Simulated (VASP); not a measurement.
Data:

```
CELL_PARAMETERS angstrom
      0.00000     3.17184     3.17184
      3.17184     0.00000     3.17184
      3.17184     3.17184     0.00000
ATOMIC_POSITIONS crystal
  Sn 0.00000 0.00000 0.00000
  Te 0.50000 0.50000 0.50000
```

All values below come from SCAN meta-GGA, VASP's PBE PAW potentials (set 64) (plane waves; VASP 6.6.1). Numerical set-up: 520 eV cut-off, 8×8×8 Γ-centred mesh, tetrahedra with Blöchl corrections, potentials Sn_d Te.

Unless said otherwise, spin-orbit coupling is left out, though it shifts the bands of the heavy elements here.

Give the energies of bands 7 to 13 at the high-symmetry points, in eV from the valence-band maximum.

```csv
band,Γ,X,U,L,W
7,-5.09,-6.98,-7.92,-8.82,-7.88
8,-2.35,-5.76,-5.37,-1.93,-5.01
9,-2.35,-3.95,-3.44,-1.93,-5.01
10,-2.35,-3.95,-2.89,0.00,-0.95
11,3.27,2.50,2.94,0.03,0.70
12,3.27,4.88,3.15,0.21,4.85
13,3.27,4.88,4.41,0.21,4.85
```

The gap is direct, 0.03 eV, from the valence maximum at L to the conduction minimum at L.

The compound is SnTe in the rock salt structure, which distorts at low temperature. It was relaxed first.
